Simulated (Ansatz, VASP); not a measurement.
## Cross-check of TiPd2 (Pd-Ti-Pd stack, (111) layers) between VASP and Ansatz

Wanted: the spread between two codes on one cell, functional and k mesh. Of the first pair: The structure shown is the start of the Ansatz relaxation below; VASP solves that cell, so the two are compared at the walk's first step.

Calculated with Ansatz 0.2.0; plane waves, with VASP 6.6.1 beside it; PBEsol.

### 1. The structure

The cell holds 3 atoms: 2 Pd and 1 Ti. Its edges and angles: a = 2.923 Å, b = 2.923 Å, c = 33.345 Å, α = 90.0°, β = 90.0°, γ = 120.0°. It derives from TiPd2. Vacuum lies along c. The height across the vacuum is the one that the program set for its solve, not the one typed.

Structure file:

```cif
data_structure
_symmetry_space_group_name_H-M 'P 1'
_symmetry_Int_Tables_number 1
_cell_length_a 2.9227
_cell_length_b 2.9227
_cell_length_c 33.3453
_cell_angle_alpha 90.000
_cell_angle_beta 90.000
_cell_angle_gamma 120.000
_cell_volume 246.67
loop_
_atom_site_label
_atom_site_type_symbol
_atom_site_fract_x
_atom_site_fract_y
_atom_site_fract_z
_atom_site_occupancy
Pd1 Pd 0.00000 0.00000 0.16494 1
Pd2 Pd 0.66667 0.33333 0.30807 1
Ti3 Ti 0.33333 0.66667 0.23650 1
```

### 2. Ansatz: relaxation, PBEsol

Ansatz runs on its PAW soft_1 files.

The two programs are compared at the cell with which this relaxation starts, whose forces are those of its first step.

File input.yaml:

```yaml
crystal:
  lattice:
    - [2.92265, 0.0, 0.0]
    - [-1.46133, 2.53109, 0.0]
    - [0.0, 0.0, 15.77267]
  atoms:
    - { symbol: Pd, position: [0.0, 0.0, 0.34870435] }
    - { symbol: Ti, position: [0.33333333, 0.66666667, 0.5] }
    - { symbol: Pd, position: [0.66666667, 0.33333333, 0.65129565] }
  periodic: [true, true, false]
kpoints:
  mp_grid: { grid: [9, 9, 1] }
hamiltonian:
  xc: pbesol
  pseudopotentials: { kind: paw, azcp: { folder: soft_1 }, xc_functional: pbe }
scf:
  occupations: { method: gaussian, width: 0.1 }
output:
  forces: true
  stress: true
  eigenvalues: true
relax:
  adjacent_minimum: "off"
  f_tol: 0.05
  max_steps: 80
  cell: { stress_2d_tol: 0.02 }
```

Command:

```console
> ansatz run input.yaml --threads 4 --pin off --max-ram 12288MiB --backend cpu --events-out ev --progress --plain --runs-dir out
```

Numbers of over 12 decimals in the logs are rounded to 6 here.

What it wrote:

```text
Warning: crystal.periodic: the lattice vector that does not repeat stood 0.000° off the slab's normal, 15.773 Å along it as the deck builds it. The run solves the slab on a vector along the normal, 33.345 Å long, with every atom where it was (on the deck's vector they left 11.00 Å outside them, and the widest stretch free of ions among them is 2.39 Å). A fractional position that the run reports is one of the run's ce [...]
The last accepted step is kept in <dir> (removed where the run ends without a failure and the disk answers)
crystal.periodic: the lattice vector that does not repeat stood 0.000° off the slab's normal, 15.773 Å along it as the deck builds it. The run solves the slab on a vector along the normal, 33.345 Å long, with every atom where it was (on the deck's vector they left 11.00 Å outside them, and the widest stretch free of ions among them is 2.39 Å). A fractional position that the run reports is one of the run's cell, which [...]
Engine: ansatz 0.2.0, x86_64-unknown-linux-gnu
Pseudopotentials: kind: paw
Pseudopotential: Pd, paw, valence charge 18, recommended cutoff 420 eV (normal), soft_1/Pd.paw.azcp
Pseudopotential: Ti, paw, valence charge 12, recommended cutoff 420 eV (normal), soft_1/Ti.paw.azcp
Functional definition: PBEsol
  exchange = pbesol_x
  correlation = pbesol_c
Crystal: 3 atoms, lattice volume = 246.672 Å³
Basis set: ecut = 420 eV, 4791 PW (Γ), exchange–correlation on 40×40×450 points (8 copies of the dense FFT grid, shifted against one another)
Bands: 29, of which v1, the nominal top of the filled ones, is band 24 counted from 1 (23 counted from 0)
Symmetry: 12 space group operations
Space group: P-3m1 (ITA 164), of the structure as read, at distance tolerance 6.3e-5 Å
k-points: 12 of 81
Non-local potential: Pd, projectors of the file, l = 0: 2, l = 1: 2, l = 2: 2, l = 3: 1
Non-local potential: Ti, projectors of the file, l = 0: 3, l = 1: 2, l = 2: 3, l = 3: 1
PAW form: soft (Blöchl's): semilocal exchange-correlation on the pseudo side does not see the compensation charge
PAW frozen core: Pd, regenerated for the run's functional, and the local potential with it (the file was generated under x = pbe(κ = 0.804, μ = 0.219515), c = pbe(β = 0.066725))
PAW frozen core: Ti, regenerated for the run's functional, and the local potential with it (the file was generated under x = pbe(κ = 0.804, μ = 0.219515), c = pbe(β = 0.066725))
PAW one-centre angular grid: Pd, 590 points (default); XC on 64 Gauss nodes
PAW one-centre angular grid: Ti, 590 points (default); XC on 64 Gauss nodes
Initial density: superposition of atomic densities (neutral atoms: chi_scale 0, normalization atom)
Initial wavefunctions: pseudopotential atomic-orbital guess
Functional: x = pbesol(κ = 0.804, μ = 0.123457), c = pbesol(β = 0.046)
[...]
preconditioner: auto → LDOS  [insulator: Δε(μ)=0.251 eV  Ē_g=4.922 eV  σ=0.100 eV  W_gap=0.82  n_scr=22 (ndim 8)  ℏωp=12.4 eV  f_vac=0.754  D(μ)=1.63/eV (n_scr^D=12)  ε∞_Penn≈7.3  β→1.0]
SCF iter   2: F=—  HF=-16287.649928 eV  |F-HF|=—  |Δ(HF+E_count)|=   1.39e-3  Δρ=7.05e-4  dr2=1.62e-3  ethr=3.18e-5  ⟨swp⟩=2.2  Hψ=461  notcnv=0
SCF iter   3: F=—  HF=-16287.649929 eV  |F-HF|=—  |Δ(HF+E_count)|=   1.18e-6  Δρ=2.26e-4  dr2=2.65e-4  ethr=3.38e-6  ⟨swp⟩=3.2  Hψ=626  notcnv=0
SCF iter   4: F=—  HF=-16287.649894 eV  |F-HF|=—  |Δ(HF+E_count)|=   3.54e-5  Δρ=4.77e-5  dr2=1.96e-5  ethr=5.51e-7  ⟨swp⟩=3.2  Hψ=658  notcnv=0
SCF iter   5: F=—  HF=-16287.649892 eV  |F-HF|=—  |Δ(HF+E_count)|=   1.42e-6  Δρ=2.40e-5  dr2=2.15e-6  ethr=4.08e-8  ⟨swp⟩=3.2  Hψ=712  notcnv=0
SCF iter   6: F=-16287.649893 eV  HF=-16287.649893 eV  |F-HF|=3.36e-7  |Δ(HF+E_count)|=   4.91e-7  Δρ=7.83e-6  dr2=1.46e-7  ethr=6.25e-10  ⟨swp⟩=12.4  Hψ=2161  notcnv=0
SCF 5 converged in 6 iterations: F = -16287.649893 eV  dr2 = 1.46e-7
relax step   5: F+E_penalty+E_count = -16287.64989291 eV  Δ(F+E_penalty+E_count) = -2.402e-3 eV  max|allowed force component| = 1.783e-2 eV/Å  Δτ_max = 0.0093 Å  P = -0.037 N/m  Ω = 216.722 Å³  energy of the carried Pulay correction = +9.785e-4 eV  fix = [c, alpha, beta]  reactions: c -0.000 N/m  (6 SCF iters, dr2 threshold 3.00e-7 eV, accepted)
[...]
relax step   6: F+E_penalty+E_count = -16287.64993301 eV  Δ(F+E_penalty+E_count) = -4.010e-5 eV  max|allowed force component| = 2.000e-3 eV/Å  Δτ_max = 0.0028 Å  P = -0.014 N/m  Ω = 216.791 Å³  energy of the carried Pulay correction = +9.761e-4 eV  fix = [c, alpha, beta]  reactions: c -0.000 N/m  (7 SCF iters, dr2 threshold 1.56e-9 eV, accepted)
[...]
relax step   7: F+E_penalty+E_count = -16287.64799531 eV  Δ(F+E_penalty+E_count) = +1.938e-3 eV  max|allowed force component| = 2.806e-3 eV/Å  Δτ_max = 0.0000 Å  P = +0.015 N/m  Ω = 216.791 Å³  fix = [c, alpha, beta]  reactions: c +0.000 N/m  stress off target by 1.47e-2 N/m on what of the cell is left free  SCF on the basis re-selected at this cell (its energy is not comparable with the rows above)  (10 SCF iters)
basis re-selected at this cell: Δ(F+E_penalty+E_count) = +1.938e-3 eV, ΔP = +0.029 N/m vs the last step (what re-selecting the basis moved, of the pressure what is left beyond the Pulay correction that the steps carried, after the strain that the cell walked since its last selection, with what the two solves' SCF thresholds leave and, on support functions, any second-order correction that the steps lacked; it is no m [...]
SCF converged after 10 iterations
Free energy (F): -16287.647995 eV
Harris-Foulkes:  -16287.647995 eV  (|F-HF|=4.18e-11)
Internal energy: -16287.639669 eV  (E = F + TS)
E sigma→0 (E₀):  -16287.643832 eV
Entropy (-TS):   -0.008326 eV (-2.775 meV/atom)
Fermi energy:    -4.357731 eV
--- Per-component energies (eV) ---
  E_band       = -1536.730702
  E_kinetic    = 1183.986030
  E_local      = -202003.342009  (includes V_loc(G=0)·N_el)
  E_nonlocal   = 806.301317
  E_hartree    = 100000.846344
  E_xc         = -391.728812
  E_vxc        = -495.878385  (∫ρ·V_xc dr)
  E_paw        = -8508.787277  (= ΣΔE_a)
  E_vpaw       = -1029.490655  (= ΣTr[D̂ρ^β])
  E_aug_tail   = 0.000365  (compensation charges beyond the density's cutoff)
  E_ewald      = 92624.339938
  E_core_change = 0.744435  (= ΣΔE_core)
  E_smearing   = -0.008326  (= −TS)
  E_closure    = -0.000000  (closes the sum)
  Σ components = -16287.647995   (vs F -16287.647995, Δ=0.00e0)
--- Forces (eV/Å), atoms counted from 1 ---
  atom   1  Pd    -0.00000000     0.00000000    -0.00280605
  atom   2  Ti    -0.00000000     0.00000000     0.00000000
  atom   3  Pd     0.00000000    -0.00000000     0.00280605
  max |Σ_I F_I| component: 9.25e-18 eV/Å
--- 2D stress c σ (N/m, compression-positive) ---
        0.014702       0.000000      -0.000000
       -0.000000       0.014702       0.000000
       -0.000000       0.000000       0.000000
  P = ½ c Tr σ = 0.0147 N/m
--- Band table (eV; the first three rows and the last of 12) ---
  k-point 0: bands = [... 20 lower, -6.2700, -6.2700, -6.0036, -6.0036, -5.9394, -4.1770, -3.5343, -3.3080, ... 1 higher]
  k-point 1: bands = [... 20 lower, -6.7143, -6.6390, -6.3040, -6.0827, -5.6127, -3.7399, -3.5299, -3.2160, ... 1 higher]
  k-point 2: bands = [... 20 lower, -6.6767, -6.5414, -6.3771, -6.2433, -5.0909, -3.9659, -3.2888, -2.2937, ... 1 higher]
  k-point 11: bands = [... 20 lower, -7.4144, -7.4144, -3.8489, -3.8489, -3.4827, -3.4827, -1.8633, 2.3024, ... 1 higher]
--- Relaxed structure (6 steps of the walk, 6 accepted, 1 SCFs on fresh bases) ---
  F+E_penalty+E_count = -16287.64799531 eV   max|allowed force component| = 2.806e-3 eV/Å   (the final SCF, on the basis selected at the relaxed cell)
  cell:  # Å, volume = 216.7909 Å³
    - [2.739918, 2.7062633257146426e-6, 0]
    - [-1.369961, 2.372837, 0]
    - [0, 0, 33.345345439542]
  atoms:
    - { symbol: Pd, position: [0, 0, 0.172197] }
    - { symbol: Ti, position: [0.333333, 0.666667, 0.236505] }
    - { symbol: Pd, position: [0.666667, 0.333333, 0.300813] }
```

### 3. VASP: single point, PBEsol, start cell, pair 1

The same cell, functional, mesh and smearing now go to VASP, with its own data sets.

Lines of VASP's logs that name or quote its potential files are left out, and so is its time.

File INCAR:

```
SYSTEM = TiPd2
PREC = Accurate
ENCUT = 400
EDIFF = 1E-06
NELM = 120
ISMEAR = 0
SIGMA = 0.1
LREAL = .FALSE.
ALGO = Normal
GGA = PS
NBANDS = 22
LASPH = .TRUE.
LORBIT = 11
LWAVE = .FALSE.
LCHARG = .FALSE.
ISIF = 2
LDIPOL = .TRUE.
IDIPOL = 3
DIPOL = 0.5 0.5 0.237
LVHAR = .TRUE.
GGA_COMPAT = .FALSE.
NELMDL = -8
KPAR = 2
```

File POSCAR:

```
TiPd2
1.0
    2.9226500000      0.0000030000      0.0000000000
   -1.4613280000      2.5310880000      0.0000000000
    0.0000000000      0.0000000000     33.3453450000
Pd Ti
2 1
Direct
    0.0000000000      0.0000000000      0.1649405337
    0.6666666667      0.3333333333      0.3080691173
    0.3333333333      0.6666666667      0.2365048255
```

File KPOINTS:

```
Automatic mesh
0
Gamma
9 9 1
0 0 0
```

Potentials, in the order of the species: Pd and Ti_sv (PBE family, release 64).

Command:

```console
> mpirun -np 2 vasp_std
```

What it wrote:

```text
[banner, memory and clock lines left out]
running    2 mpi-ranks, on    1 nodes
 distrk:  each k-point on    1 cores,    2 groups
 distr:  one band on    1 cores,    1 groups

 POSCAR found type information on POSCAR PdTi
 POSCAR found :  2 types and       3 ions
|                                                                             |
|               ----> ADVICE to this user running VASP <----                  |
|                                                                             |
|     You enforced a specific xc type in the INCAR file but a different       |
|     [... a line on the potential file left out ...]
|     I HOPE YOU KNOW WHAT YOU ARE DOING!                                     |
|                                                                             |

 LDA part: xc-table for (Slater+PW92), standard interpolation
 POSCAR, INCAR and KPOINTS ok, starting setup
 FFT: planning ... GRIDC
 FFT: planning ... GRID_SOFT
 FFT: planning ... GRID
 WAVECAR not read
 entering main loop
       N       E                     dE             d eps       ncg     rms          rms(c)
DAV:   1     0.197469136895E+03    0.19747E+03   -0.12889E+04   640   0.978E+02
DAV:   2    -0.733209604572E+00   -0.19820E+03   -0.18842E+03   656   0.265E+02
DAV:   3    -0.207687476710E+02   -0.20036E+02   -0.18797E+02   892   0.730E+01
DAV:   4    -0.218062956322E+02   -0.10375E+01   -0.10293E+01   662   0.153E+01
DAV:   5    -0.218528136330E+02   -0.46518E-01   -0.46512E-01   728   0.303E+00
DAV:   6    -0.218535667332E+02   -0.75310E-03   -0.75309E-03   704   0.408E-01
DAV:   7    -0.218535858020E+02   -0.19069E-04   -0.19069E-04   778   0.595E-02
DAV:   8    -0.218535860016E+02   -0.19955E-06   -0.19931E-06   512   0.654E-03    0.997E+00
DAV:   9    -0.207697537683E+02    0.10838E+01   -0.93561E+00   688   0.270E+01    0.923E+00
DAV:  10    -0.212539894039E+02   -0.48424E+00   -0.88667E+00   756   0.331E+01    0.840E+00
DAV:  11    -0.197185686052E+02    0.15354E+01   -0.22980E+00   764   0.114E+01    0.196E+00
DAV:  12    -0.196506967134E+02    0.67872E-01   -0.33787E-01   708   0.414E+00    0.769E-01
DAV:  13    -0.196552356952E+02   -0.45390E-02   -0.32120E-02   786   0.112E+00    0.883E-01
DAV:  14    -0.196449408292E+02    0.10295E-01   -0.18479E-02   654   0.122E+00    0.311E-01
[...]
DAV:  21    -0.196453169561E+02   -0.54992E-04   -0.26109E-06   512   0.983E-03    0.428E-03
DAV:  22    -0.196453696301E+02   -0.52674E-04   -0.27810E-06   456   0.769E-03    0.187E-03
DAV:  23    -0.196453918663E+02   -0.22236E-04   -0.99617E-07   420   0.572E-03    0.140E-03
DAV:  24    -0.196454013849E+02   -0.95186E-05   -0.34555E-07   370   0.342E-03    0.525E-04
DAV:  25    -0.196454066614E+02   -0.52765E-05   -0.24063E-07   364   0.170E-03    0.491E-04
DAV:  26    -0.196454085451E+02   -0.18837E-05   -0.86607E-08   372   0.118E-03    0.125E-04
DAV:  27    -0.196454097593E+02   -0.12142E-05   -0.40485E-08   338   0.602E-04    0.872E-05
DAV:  28    -0.196454102938E+02   -0.53449E-06   -0.14635E-08   318   0.386E-04
   1 F= -.19645410E+02 E0= -.19639552E+02  d E =-.117165E-01
```

Parts of OUTCAR (step 3):

```text
ion  position               nearest neighbor table
   1  0.000  0.000  0.165-   3 2.92   3 2.92   3 2.92
   2  0.667  0.333  0.308-   3 2.92   3 2.92   3 2.92
   3  0.333  0.667  0.237-   2 2.92   1 2.92   1 2.92   2 2.92   2 2.92   1 2.92

  LATTYP: Found a hexagonal cell.
 ALAT       =     2.9226500000
 C/A-ratio  =    11.4092843823

 Subroutine GETGRP returns: Found 12 space group operations
 (whereof  6 operations were pure point group operations)

The static configuration has the point symmetry C_3v.
 The point group associated with its full space group is D_3d.

 Found     12 irreducible k-points:

   k-points           NKPTS =     12   k-points in BZ     NKDIM =     12   number of bands    NBANDS=     22

   dimension x,y,z NGX =    20 NGY =   20 NGZ =  224
   dimension x,y,z NGXF=    40 NGYF=   40 NGZF=  448

   ENCUT  =  400.0 eV  29.40 Ry    5.42 a.u.   4.77  4.77 54.38*2*pi/ulx,y,z

   NELECT =      32.0000    total number of electrons

 k-points in reciprocal lattice and weights: Automatic mesh
   0.00000000  0.00000000  0.00000000       0.012
   0.11111111  0.00000000  0.00000000       0.074
   0.22222222  0.00000000  0.00000000       0.074
   0.33333333  0.00000000  0.00000000       0.074
   0.44444444  0.00000000  0.00000000       0.074
   0.11111111  0.11111111  0.00000000       0.074
   0.22222222  0.11111111  0.00000000       0.148
   0.33333333  0.11111111  0.00000000       0.148
   0.44444444  0.11111111  0.00000000       0.074
   0.22222222  0.22222222  0.00000000       0.074
   0.33333333  0.22222222  0.00000000       0.148
   0.33333333  0.33333333  0.00000000       0.025

 dipolmoment           0.000000      0.000000      0.000000 electrons x Angstroem

 average (electrostatic) potential at core
       1 -81.9239       2 -81.9239       3 -83.0127

 E-fermi :  -1.9485

 k-point     1 :       0.0000    0.0000    0.0000
  band No.  band energies     occupation
    ...
     13      -3.2534      2.00000
     14      -3.2534      2.00000
     15      -3.2067      2.00000
     16      -3.1222      2.00000
     17      -3.1222      2.00000
     18      -1.5007      0.00000
     19      -1.1200      0.00000
     20      -1.1200      0.00000
     21      -0.8826      0.00000
     22       0.2637      0.00000

 k-point     2 :       0.1111    0.0000    0.0000
  band No.  band energies     occupation
    ...
     13      -3.5986      2.00000
     14      -3.5438      2.00000
     15      -3.2843      2.00000
     16      -3.1755      2.00000
     17      -2.9968      2.00000
     18      -1.3565      0.00000
     19      -1.0044      0.00000
     20      -0.9091      0.00000
     21      -0.7901      0.00000
     22       0.2276      0.00000

 k-point     3 :       0.2222    0.0000    0.0000
  band No.  band energies     occupation
    ...
     13      -3.5435      2.00000
     14      -3.4835      2.00000
     15      -3.3595      2.00000
     16      -3.2898      2.00000
     17      -2.5791      2.00000
     18      -1.6132      0.00000
     19      -0.8712      0.00000
     20      -0.3213      0.00000
     21       0.0443      0.00000
     22       0.1333      0.00000

  Total       -7.3986196     -7.3986217     -7.5125207      0.0000012      0.0000000     -0.0000000
  in kB      -48.0553512    -48.0553646    -48.7951588      0.0000076      0.0000000     -0.0000000
  external PRESSURE =     -48.3019582 kB  Pullay stress =       0.0000000 kB

  energy-cutoff  :      400.00
  volume of cell :      246.67
      direct lattice vectors                 reciprocal lattice vectors
     2.922650000  0.000003000  0.000000000     0.342155033  0.197543795  0.000000000
    -1.461328000  2.531088000  0.000000000    -0.000000406  0.395086780  0.000000000
     0.000000000  0.000000000 33.345345000     0.000000000  0.000000000  0.029989193

 POSITION                                       TOTAL-FORCE (eV/Angst)
 -----------------------------------------------------------------------------------
      0.00000      0.00000      5.50000        -0.000000     -0.000000      1.540256
      1.46132      0.84370     10.27267         0.000000      0.000000     -1.540256
     -0.00000      1.68739      7.88634        -0.000000     -0.000000      0.000000
 -----------------------------------------------------------------------------------
    total drift:                                0.000000      0.000000     -0.000011

  FREE ENERGIE OF THE ION-ELECTRON SYSTEM (eV)
  ---------------------------------------------------
  free  energy   TOTEN  =       -19.6454102938 eV

  energy  without entropy=      -19.6336937644  energy(sigma->0) =      -19.63955203

 vacuum level on the upper side and lower side of the slab         2.672         2.672

 total charge
# of ion       s       p       d       tot
------------------------------------------
    1        0.448   0.257   8.468   9.173
    2        0.448   0.257   8.468   9.173
    3        2.211   6.079   1.820  10.110
--------------------------------------------------
tot          3.107   6.593  18.756  28.455

[... 3 further parts left out ...]
```

The run ends at a pressure of -4.83 GPa, with forces up to 1.5 eV/Å.

### 4. Differences

Known differences besides the potentials themselves: Ansatz cuts the interaction across the vacuum, VASP repeats the sheet with a dipole correction (LDIPOL); the data sets hold 48 valence electrons in Ansatz (on its PAW soft_1 files) and 32 in VASP; the cutoff is 420 eV in Ansatz and 400 eV in VASP; Ansatz makes its cores anew for this functional, VASP keeps those of its PBE data sets. Total energies have different zeros and are not compared.

Forces (eV/Å; atoms numbered as in POSCAR):

```csv
atom,"Ansatz x, y, z","VASP x, y, z"
Pd1,"0.000, 0.000, 1.541","0.000, 0.000, 1.540"
Pd2,"0.000, 0.000, -1.541","0.000, 0.000, -1.540"
Ti3,"0.000, 0.000, 0.000","0.000, 0.000, 0.000"
```

The forces differ by 0.4 meV/Å r.m.s., which is 0.1 % of the r.m.s. force of 0.726 eV/Å (both taken over all components). Where the cell holds vacuum, a pressure given here is an average over it and none of the material.

### 5. Ansatz: relaxation, PBEsol

This run makes the geometry at which the two programs are then compared.

The structure compared here is the end of the Ansatz relaxation.

This is the run of step 2 again, met here at its other cell.

[end of part 1 of 2]

[Lines on the potential files, build, host, timing and source positions are cut from VASP's logs without a mark.]

[Logs are printed without paths, hosts, clocks, repeated set-up lines and the standing remarks that a program may print on its own settings, such as how far it seeks lower states.]

[Hosts, paths, dates, database ids (printed as entryN), source tags and the programs' standing remarks are cut or masked in the printed files.]
